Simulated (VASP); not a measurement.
Method: PBEsol GGA, VASP's PBE PAW potentials (set 64) (plane waves; VASP).

The input files of a VASP run:

INCAR:
```
# general
SYSTEM =NbAs
PREC   =Accurate
ENCUT  =400
LREAL  =.FALSE.
LASPH  =.TRUE.

# electronic loop
EDIFF  =1E-7
NELM   =100
ALGO   =Normal
LMAXMIX=4

# smearing
ISMEAR =-5

# functional
GGA    =PS

# ions
ISIF   =2

# output
LWAVE  =.FALSE.
LCHARG =.TRUE.
LORBIT =11
NEDOS  =601
```

### KPOINTS
```
Regular mesh
0
G
  12 12 12
0 0 0
```

POSCAR:
```
NbAs
5.7431150
  0.0000000000   0.5000000284   0.5000000284
  0.5000000284   0.0000000000   0.5000000284
  0.5000000284   0.5000000284   0.0000000000
Nb As
1 1
Direct
  0.0000000000   0.0000000000   0.0000000000
  0.2500000000   0.2500000000   0.2500000000
```

POTCAR, in this order: Nb_sv As (PBE.64 set). Program: vasp_std.

The run wrote:

OSZICAR:
```
       N       E                     dE             d eps       ncg     rms          rms(c)
DAV:   1     0.116743689160E+03    0.11674E+03   -0.80822E+03  1880   0.106E+03
DAV:   2    -0.941278037892E+01   -0.12616E+03   -0.12274E+03  2397   0.351E+02
DAV:   3    -0.161412884080E+02   -0.67285E+01   -0.65957E+01  2918   0.664E+01
DAV:   4    -0.164777494281E+02   -0.33646E+00   -0.33575E+00  2816   0.145E+01
DAV:   5    -0.164893663693E+02   -0.11617E-01   -0.11641E-01  2996   0.225E+00    0.738E+00
DAV:   6    -0.153301812291E+02    0.11592E+01   -0.47722E+00  2988   0.175E+01    0.241E+00
DAV:   7    -0.153303485077E+02   -0.16728E-03   -0.15119E-01  2264   0.352E+00    0.140E+00
DAV:   8    -0.153276246848E+02    0.27238E-02   -0.28855E-02  3291   0.151E+00    0.244E-01
DAV:   9    -0.153276278165E+02   -0.31317E-05   -0.13693E-03  2682   0.358E-01    0.103E-01
DAV:  10    -0.153276034888E+02    0.24328E-04   -0.10657E-04  2577   0.961E-02    0.408E-02
DAV:  11    -0.153276007454E+02    0.27434E-05   -0.23325E-05  2751   0.447E-02    0.118E-02
DAV:  12    -0.153275995425E+02    0.12029E-05   -0.17440E-06  2583   0.125E-02    0.392E-03
DAV:  13    -0.153275990758E+02    0.46673E-06   -0.27843E-07  1978   0.395E-03    0.974E-04
DAV:  14    -0.153275991287E+02   -0.52945E-07   -0.39617E-08  1391   0.166E-03
   1 F= -.15327599E+02 E0= -.15327599E+02  d E =0.000000E+00
```

### OUTCAR
```
------------------------ aborting loop because EDIFF is reached ----------------------------------------
  FORCE on cell =-STRESS in cart. coord.  units (eV):
  Direction    XX          YY          ZZ          XY          YZ          ZX
  --------------------------------------------------------------------------------------
  Total       -0.0012267     -0.0012267     -0.0012267      0.0000000     -0.0000000      0.0000000
  in kB       -0.0415011     -0.0415011     -0.0415011      0.0000000     -0.0000000      0.0000000
  external PRESSURE =      -0.0415011 kB  Pullay stress =       0.0000000 kB
  volume of cell :       47.36
      direct lattice vectors                 reciprocal lattice vectors
     0.000000000  2.871557663  2.871557663    -0.174121525  0.174121525  0.174121525
     2.871557663  0.000000000  2.871557663     0.174121525 -0.174121525  0.174121525
     2.871557663  2.871557663  0.000000000     0.174121525  0.174121525 -0.174121525
 POSITION                                       TOTAL-FORCE (eV/Angst)
 -----------------------------------------------------------------------------------
      0.00000      0.00000      0.00000         0.000000      0.000000      0.000000
      1.43578      1.43578      1.43578        -0.000000     -0.000000     -0.000000
 -----------------------------------------------------------------------------------
    total drift:                                0.000001      0.000001      0.000001
  FREE ENERGIE OF THE ION-ELECTRON SYSTEM (eV)
  ---------------------------------------------------
  free  energy   TOTEN  =       -15.3275991287 eV

  energy  without entropy=      -15.3275991287  energy(sigma->0) =      -15.32759913

 total charge

# of ion       s       p       d       tot
------------------------------------------
    1        2.165   5.978   2.530  10.673
    2        1.216   1.686   0.066   2.968
--------------------------------------------------
tot          3.381   7.664   2.596  13.641
```
(Selected blocks of OUTCAR.)

For a metal the tetrahedron method with Blöchl corrections gives inexact stress and forces.

The structure was generated: NbAs was put into the zinc blende type (F-43m), which need not be its known phase. It was relaxed first, which changed the volume by -32 %.
